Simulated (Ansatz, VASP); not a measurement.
# Cross-check of Bi2Se3 (Paraguanajuatite) between VASP and Ansatz, part 2 of 2

Aim: how closely do two programs agree when they are given the same cell, functional and k mesh? The cell is taken from a series of VASP runs on this material, whose earlier steps may have relaxed, scaled or displaced it; both programs get it as it stands.

VASP 6.6.1 and Ansatz 0.2.0.

So far: Starting point; Ansatz: relaxation of cell and atoms, r2SCAN; VASP: relaxation of cell and atoms, r2SCAN.

## Step 3: VASP: relaxation of cell and atoms, r2SCAN (continued)

Level of this step: r2SCAN; plane waves and PAW (Bi_d, Se) (VASP).

Numbers of over 12 decimals in the logs are rounded to 6 here.

Parts of OUTCAR (step 3):

```text
ion  position               nearest neighbor table
   1  0.398  0.398  0.398-   5 2.86   5 2.86   5 2.86   3 3.09   3 3.09   3 3.09
   2  0.602  0.602  0.602-   4 2.86   4 2.86   4 2.86   3 3.09   3 3.09   3 3.09
   3  0.000  0.000  0.000-   2 3.09   2 3.09   1 3.09   1 3.09   2 3.09   1 3.09
   4  0.217  0.217  0.217-   2 2.86   2 2.86   2 2.86
   5  0.783  0.783  0.783-   1 2.86   1 2.86   1 2.86

  LATTYP: Found a trigonal (rhomboedric) cell.
 ALAT       =    10.2630081438
 COS(alpha) =     0.9177189773

 Subroutine GETGRP returns: Found 12 space group operations
 (whereof 12 operations were pure point group operations)

The static configuration has the point symmetry D_3d.

 Found     32 irreducible k-points:

   k-points           NKPTS =     32   k-points in BZ     NKDIM =     32   number of bands    NBANDS=     30

   dimension x,y,z NGX =    70 NGY =   70 NGZ =   70
   dimension x,y,z NGXF=   140 NGYF=  140 NGZF=  140

   ENCUT  =  400.0 eV  29.40 Ry    5.42 a.u.  16.74 16.74 16.74*2*pi/ulx,y,z

   NELECT =      48.0000    total number of electrons

 k-points in reciprocal lattice and weights: Automatic mesh
   0.00000000  0.00000000  0.00000000       0.005
   0.16666667 -0.00000000 -0.00000000       0.028
   0.33333333 -0.00000000  0.00000000       0.028
   0.50000000 -0.00000000 -0.00000000       0.014
   0.16666667  0.16666667  0.00000000       0.028
   0.33333333  0.16666667  0.00000000       0.056
   0.50000000  0.16666667 -0.00000000       0.056
  -0.33333333  0.16666667 -0.00000000       0.056
  -0.16666667  0.16666667  0.00000000       0.028
[...]
-0.33333333  0.50000000  0.33333333       0.028
   0.50000000  0.50000000  0.50000000       0.005

 average (electrostatic) potential at core
       1-113.7144       2-113.7144       3 -57.9583       4 -58.0962       5 -58.0962

 E-fermi :   4.1493

 k-point     1 :       0.0000    0.0000    0.0000
  band No.  band energies     occupation
    ...
     20       2.3438      2.00000
     21       2.3438      2.00000
     22       2.8791      2.00000
     23       2.8791      2.00000
     24       3.9464      2.00000
     25       4.7118      0.00000
     26       5.8421      0.00000
     27       5.8421      0.00000
     28       6.5248      0.00000
     29       7.0302      0.00000
    ...

 k-point     2 :       0.1667   -0.0000   -0.0000
  band No.  band energies     occupation
    ...
     20       2.1398      2.00000
     21       2.8060      2.00000
     22       2.8552      2.00000
     23       3.1353      2.00000
     24       3.4373      2.00000
     25       5.6533      0.00000
     26       6.2029      0.00000
     27       6.3768      0.00000
     28       6.6309      0.00000
     29       7.2385      0.00000
    ...

 k-point     3 :       0.3333   -0.0000    0.0000
  band No.  band energies     occupation
    ...
     20       1.4915      2.00000
     21       1.9076      2.00000
     22       2.6757      2.00000
     23       2.8438      2.00000
     24       3.4984      2.00000
     25       5.4690      0.00000
     26       6.5441      0.00000
     27       6.7897      0.00000
     28       7.4410      0.00000
     29       8.0678      0.00000
    ...

  Total       -0.0081638     -0.0081638      0.0476926      0.0000000     -0.0000000      0.0000000
  in kB       -0.0872967     -0.0872967      0.5099835      0.0000000     -0.0000000      0.0000000
  external PRESSURE =       0.1117967 kB  Pullay stress =       0.0000000 kB

  energy-cutoff  :      400.00
  volume of cell :      149.83
      direct lattice vectors                 reciprocal lattice vectors
     2.081553503  1.201785475  9.982501073     0.240205212  0.138682544  0.033391765
    -2.081553503  1.201785475  9.982501073    -0.240205212  0.138682544  0.033391765
    -0.000000000 -2.403570951  9.982501073     0.000000000 -0.277365087  0.033391765

 POSITION                                       TOTAL-FORCE (eV/Angst)
 -----------------------------------------------------------------------------------
     -0.00000     -0.00000     11.92290        -0.000000     -0.000000      0.000029
     -0.00000     -0.00000     18.02461         0.000000      0.000000     -0.000029
      0.00000      0.00000      0.00000        -0.000000     -0.000000      0.000000
     -0.00000     -0.00000      6.49056        -0.000000     -0.000000      0.008394
     -0.00000     -0.00000     23.45694         0.000000      0.000000     -0.008394
 -----------------------------------------------------------------------------------
    total drift:                               -0.000000      0.000000      0.000000

  FREE ENERGIE OF THE ION-ELECTRON SYSTEM (eV)
  ---------------------------------------------------
  free  energy   TOTEN  =      -162.0667528119 eV

  energy  without entropy=     -162.0667528119  energy(sigma->0) =     -162.06675281

 reached required accuracy - stopping structural energy minimisation

 total charge
# of ion       s       p       d       tot
------------------------------------------
    1        1.594   1.029   9.954  12.577
    2        1.594   1.029   9.954  12.577
    3        1.465   2.381   0.020   3.865
    4        1.482   2.318   0.020   3.821
    5        1.482   2.318   0.020   3.821
--------------------------------------------------
tot          7.617   9.075  19.969  36.660

[... 3 further parts left out ...]
```

The bonds form layers, held to each other by dispersion, which r2SCAN holds only at short range, so the spacing between them may come out too wide.

## Step 4: Side by side

Known differences besides the potentials themselves: VASP keeps PBE cores, Ansatz makes them for the functional; both relaxations stop at a tolerance, which leaves soft axes loose, and VASP keeps its plane-wave basis; the data sets hold 78 valence electrons in Ansatz (default PAW (the set named soft_2) files) and 48 in VASP; the cutoff is 500 eV in Ansatz and 400 eV in VASP; Ansatz adds a Pulay correction to the stress that steers its cell, VASP none. Total energies have different zeros and are not compared.

Compared:

| quantity | Ansatz | VASP | difference |
| --- | --- | --- | --- |
| volume (Å³) | 150.91 | 149.83 | +0.72 % |
| edge a after relaxation, in the typed setting (Å) | 10.337 | 10.268 | +0.67 % |

The walks stopped with 0.01 GPa left in Ansatz and 0.01 GPa in VASP; each walk ends within a tolerance, so the volume difference is uncertain by about these residues over the bulk modulus, most in soft cells.

## Step 5: What came out

* difference in volume (relaxation of cell and atoms, r2SCAN): 0.72 %

The difference in volume is 0.72 % (relaxation of cell and atoms, r2SCAN), within the 1.2 % picked in this series as the mark of a large difference, as far as the stopping tolerances let one tell. Such differences can come from data sets, numerical settings and the points named under the comparisons, not from the functional's error against experiment.

[Lines on the potential files, build, host, timing and source positions are cut from VASP's logs without a mark.]

[Logs are printed without paths, hosts, clocks, repeated set-up lines and the standing remarks that a program may print on its own settings, such as how far it seeks lower states.]

[Hosts, paths, dates, database ids (printed as entryN), source tags and the programs' standing remarks are cut or masked in the printed files.]
